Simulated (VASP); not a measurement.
Input of a VASP 6.6.1 run:

Contents of INCAR:

```
SYSTEM = TiTe2
ALGO = Normal
EDIFF = 1E-7
ENCUT = 520
GGA = CA
ISIF = 2
ISMEAR = -1
KPAR = 4
LASPH = .True.
LCHARG = .False.
LREAL = .False.
LWAVE = .False.
NELM = 80
PREC = Accurate
SIGMA = 0.05
```

KPOINTS

```
k-points
0
Gamma
  9 9 5
  0 0 0
```

The input POSCAR:

```
TiTe2
1.0
    3.7770000000      0.0000000000      0.0000000000
   -1.8885000000      3.2709779501      0.0000000000
    0.0000000000      0.0000000000      6.4980000000
Ti Te
1 2
Direct
    0.0000000000      0.0000000000      0.0000000000
    0.6666666667      0.3333333333      0.2628000000
    0.3333333333      0.6666666667      0.7372000000
```

Potentials or basis: VASP PAW LDA potentials, release 64 (Ti_sv, Te).

Launch:

```sh
$ cat potpaw_LDA.64/Ti_sv/POTCAR potpaw_LDA.64/Te/POTCAR > POTCAR
$ mpirun -np 4 vasp_std > vasp.out
```

(1) What does it give for the band gap on the k mesh?

(2) Estimate the largest force.

(3) Predict the pressure.

## Answers

(1) none (metal or under the smearing width).

(2) 0.270 eV/Å.

(3) -4.0 GPa.
